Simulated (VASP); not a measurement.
Te2Mo:

```xyz
6
Lattice="3.5182 0.0000 0.0000 -1.7591 3.0469 0.0000 0.0000 0.0000 14.6723" Properties=species:S:1:pos:R:3 pbc="T T T"
Te    0.0000    2.0312    9.2016
Te    1.7591    1.0156    1.8655
Te    0.0000    2.0312   12.8068
Te    1.7591    1.0156    5.4707
Mo    0.0000    2.0312    3.6681
Mo    1.7591    1.0156   11.0042
```

- Program: VASP 6.6.1
- Task: relaxation of the atoms
- Functional: optB88-vdW
- Potentials or basis: VASP PAW PBE potentials, release 64 (Te, Mo_sv)
- Cutoff: 520 eV
- k mesh: 10 × 10 × 3
- Occupations: gaussian, width 0.05 eV
- Spin: no spin polarisation

At the start: pressure 3.0 GPa; volume 26.21 Å³/atom.

Problem. Where does the relaxation end?

Solution. Over 3 steps the energy falls by 5.4 meV/atom; space group P6_3/mmc (No. 194, to 0.05 Å).

The path:
| step | energy change (eV) | largest force (eV/Å) | pressure (GPa) |
| --- | --- | --- | --- |
| 1 | 0.0000 | 0.4794 | 3.05 |
| 2 | -0.0291 | 0.1551 | 1.73 |
| 3 | -0.0326 | 0.0069 | 1.09 |

Final structure:
```
Te Mo
1.0
     3.51820    0.00000    0.00000
    -1.75910    3.04685    0.00000
     0.00000    0.00000   14.67228
Te Mo
4 2
Cartesian
  0.0000 2.0312 9.1664
  1.7591 1.0156 1.8303
  0.0000 2.0312 12.8420
  1.7591 1.0156 5.5059
  0.0000 2.0312 3.6681
  1.7591 1.0156 11.0042
```

The gap isn't set beside the measured one, since this odd mesh misses points on the zone boundary.

Caveat: the PAW data sets were made with another functional, which shifts forces and pressure a little; spin-orbit coupling is left out, which moves the levels of the heavy elements; an odd mesh through Γ misses points on the zone boundary, where band edges often lie.
